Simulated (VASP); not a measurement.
Consider the following.

```
CELL_PARAMETERS angstrom
     -2.74053     2.74053     3.87750
      2.74053    -2.74053     3.87750
      2.74053     2.74053    -3.87750
ATOMIC_POSITIONS crystal
  Ge 0.18376 0.68376 0.86753
  Ge 0.31624 0.18376 0.50000
  Ge 0.68376 0.81624 0.50000
  Ge 0.81624 0.31624 0.13247
  Zr 0.75000 0.75000 0.00000
  Zr 0.25000 0.25000 0.00000
```

All values below come from PBEsol GGA, VASP's PBE PAW potentials (set 64) (plane waves; VASP). Run with 400 eV cut-off, 9×9×9 Γ-centred mesh, tetrahedra with Blöchl corrections, potentials Ge_d Zr_sv.

The cores are frozen, which limits the accuracy of field gradients.

Q: Give the principal components of the electric field gradient (V/Å²) and the asymmetry η at each nucleus.

A: 
```json
[
 {"atom": "Ge1", "Vxx": "159.9", "Vyy": "2.5", "Vzz": "-162.4", "η": "0.97"},
 {"atom": "Ge2", "Vxx": "159.9", "Vyy": "2.5", "Vzz": "-162.4", "η": "0.97"},
 {"atom": "Ge3", "Vxx": "159.9", "Vyy": "2.5", "Vzz": "-162.4", "η": "0.97"},
 {"atom": "Ge4", "Vxx": "159.9", "Vyy": "2.5", "Vzz": "-162.4", "η": "0.97"},
 {"atom": "Zr5", "Vxx": "7.9", "Vyy": "7.9", "Vzz": "-15.8", "η": "0.00"},
 {"atom": "Zr6", "Vxx": "7.9", "Vyy": "7.9", "Vzz": "-15.8", "η": "0.00"}
]
```

The structure was generated: ZrGe2 was put into the Al2Cu type (I4/mcm), which need not be its known phase. It was relaxed first, which changed the volume by -32 %.
